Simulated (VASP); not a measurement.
Consider the following.

```
CELL_PARAMETERS angstrom
     -2.02500     2.02500     2.02500
      2.02500    -2.02500     2.02500
      2.02500     2.02500    -2.02500
ATOMIC_POSITIONS crystal
  Na 0.00000 0.00000 0.00000
```

Computed with LDA (Ceperley-Alder, Perdew-Zunger), VASP's LDA PAW potentials (set 64) (plane waves; VASP). Settings: 520 eV cut-off, 14×14×14 Γ-centred mesh, tetrahedra with Blöchl corrections, potentials Na_pv.

Q: Tabulate the total density of states (states/eV per cell) against energy (eV; zero at the valence-band maximum or, without a gap, the Fermi level).

A: 
(E (eV), DOS (states/eV)): (-9.98, 0.00); (-9.86, 0.00); (-9.62, 0.00); (-9.50, 0.00); (-9.26, 0.00); (-9.14, 0.00); (-8.90, 0.00); (-8.78, 0.00); (-8.66, 0.00); (-8.42, 0.00); (-8.30, 0.00); (-8.06, 0.00); (-7.94, 0.00); (-7.82, 0.00); (-7.58, 0.00); (-7.46, 0.00); (-7.22, 0.00); (-7.10, 0.00); (-6.86, 0.00); (-6.74, 0.00); (-6.62, 0.00); (-6.38, 0.00); (-6.26, 0.00); (-6.02, 0.00); (-5.90, 0.00); (-5.78, 0.00); (-5.54, 0.00); (-5.42, 0.00); (-5.18, 0.00); (-5.06, 0.00); (-4.82, 0.00); (-4.70, 0.00); (-4.58, 0.00); (-4.34, 0.00); (-4.22, 0.00); (-3.98, 0.00); (-3.86, 0.00); (-3.74, 0.00); (-3.50, 0.03); (-3.38, 0.08); (-3.14, 0.13); (-3.02, 0.15); (-2.78, 0.19); (-2.66, 0.20); (-2.54, 0.22); (-2.30, 0.24); (-2.18, 0.26); (-1.94, 0.28); (-1.82, 0.29); (-1.70, 0.30); (-1.46, 0.32); (-1.34, 0.34); (-1.10, 0.36); (-0.98, 0.36); (-0.74, 0.38); (-0.62, 0.39); (-0.50, 0.41); (-0.26, 0.42); (-0.14, 0.43); (0.10, 0.46); (0.22, 0.48); (0.34, 0.51); (0.58, 0.58); (0.70, 0.59); (0.94, 0.55); (1.06, 0.50); (1.30, 0.42); (1.42, 0.43); (1.54, 0.46); (1.78, 0.46); (1.90, 0.45); (2.14, 0.54); (2.26, 0.62); (2.38, 0.64); (2.62, 0.72); (2.74, 0.73); (2.98, 0.61); (3.10, 0.56); (3.34, 0.54); (3.46, 0.59)
Within 2 eV below the Fermi level the largest weight inside VASP's projection spheres is Na s, then Na p.

The compound is Na in the bcc structure. It was relaxed first, which changed the volume by -14 %.
